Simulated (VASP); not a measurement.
OSZICAR of a VASP run on Tl (space group Im-3m):

**OSZICAR**
```
       N       E                     dE             d eps       ncg     rms          rms(c)
DAV:   1    -0.177924208977E+02   -0.17792E+02   -0.61218E+03  1688   0.926E+02
DAV:   2    -0.562747043799E+02   -0.38482E+02   -0.37873E+02  1518   0.193E+02
DAV:   3    -0.565986906253E+02   -0.32399E+00   -0.32297E+00  1664   0.174E+01
DAV:   4    -0.566004350110E+02   -0.17444E-02   -0.17440E-02  1568   0.145E+00
DAV:   5    -0.566004584690E+02   -0.23458E-04   -0.23458E-04  1646   0.164E-01    0.202E+00
DAV:   6    -0.526123845240E+02    0.39881E+01   -0.16626E+00  1492   0.151E+01    0.273E+00
DAV:   7    -0.527991210706E+02   -0.18674E+00   -0.76484E-02  1520   0.290E+00    0.169E+00
DAV:   8    -0.527458751410E+02    0.53246E-01   -0.10087E-01  1460   0.271E+00    0.256E-01
DAV:   9    -0.528061897367E+02   -0.60315E-01   -0.38062E-02  1458   0.186E+00    0.157E-01
DAV:  10    -0.528057665772E+02    0.42316E-03   -0.94818E-04  1522   0.320E-01    0.589E-02
DAV:  11    -0.528060973148E+02   -0.33074E-03   -0.11799E-03  1496   0.359E-01    0.139E-02
DAV:  12    -0.528062609146E+02   -0.16360E-03   -0.17996E-04  1488   0.130E-01    0.126E-02
DAV:  13    -0.528062475723E+02    0.13342E-04   -0.13940E-04  1508   0.101E-01    0.919E-03
DAV:  14    -0.528062619322E+02   -0.14360E-04   -0.50431E-06  1542   0.255E-02    0.529E-03
DAV:  15    -0.528063271025E+02   -0.65170E-04   -0.35894E-05  1478   0.489E-02    0.111E-03
DAV:  16    -0.528063298568E+02   -0.27543E-05   -0.48143E-06  1548   0.183E-02    0.140E-03
DAV:  17    -0.528063295433E+02    0.31351E-06   -0.10671E-06  1462   0.890E-03
   1 F= -.52806330E+02 E0= -.52806094E+02  d E =-.528063E+02
       N       E                     dE             d eps       ncg     rms          rms(c)
DAV:   1    -0.528092290032E+02   -0.28991E-02   -0.53447E-02  1504   0.257E+00    0.315E-01
DAV:   2    -0.528065354234E+02    0.26936E-02   -0.54173E-03  1484   0.763E-01    0.988E-02
DAV:   3    -0.528062954219E+02    0.24000E-03   -0.12317E-03  1446   0.405E-01    0.833E-02
DAV:   4    -0.528059972024E+02    0.29822E-03   -0.59770E-04  1456   0.276E-01    0.136E-02
DAV:   5    -0.528062508607E+02   -0.25366E-03   -0.58931E-04  1448   0.279E-01    0.657E-03
DAV:   6    -0.528064079574E+02   -0.15710E-03   -0.12169E-04  1460   0.120E-01    0.333E-03
DAV:   7    -0.528064079504E+02    0.70163E-08   -0.65405E-07  1228   0.736E-03
   2 F= -.52806408E+02 E0= -.52806180E+02  d E =-.784072E-04
```

Which electronic solver shows in the log?

It is blocked Davidson (ALGO = Normal, or the opening steps of other solvers). The INCAR had ALGO = Normal.

Can the final energy be trusted as converged?

The calculation finished and met its thresholds. It stopped with EDIFF = 1E-6, NELM = 100, NSW = 60 and EDIFFG = -0.01 after 2 ionic steps (r2SCAN+rVV10, plane waves, VASP's PBE PAW potentials (set 64)).

The structure comes from a measured Tl entry (Im-3m) of the Crystallography Open Database, whose conditions weren't checked. This run relaxes it. Symmetry was kept, so distortions that lower it aren't found.
